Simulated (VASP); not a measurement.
Consider the following.

```
CELL_PARAMETERS angstrom
      3.99870     0.00000     0.00000
      0.00000     3.99870     0.00000
      0.00000     0.00000     4.45922
ATOMIC_POSITIONS crystal
  Ba 0.00000 0.00000 0.02748
  Ti 0.50000 0.50000 0.54028
  O  0.50000 0.50000 0.94267
  O  0.00000 0.50000 0.47679
  O  0.50000 0.00000 0.47679
```

Method: RPBE GGA, VASP's PBE PAW potentials (set 64) (plane waves; VASP). Settings: 520 eV cut-off, Gaussian smearing of 0.050 eV, potentials Ba_sv Ti_sv O.

Unless said otherwise, spin-orbit coupling is left out, though it shifts the bands of the heavy elements here.

Task: Estimate the band gap (along the path) with the smallest direct gap where there is one.

Result: 
* **band gap (along the path)**: 1.79 eV
* **smallest direct gap (along the path)**: 2.46 eV

Total energies compare only between runs with the same potentials, cut-off and functional.

The compound is BaTiO3 in the tetragonal perovskite structure. It was relaxed first, which changed the volume by +11 %.
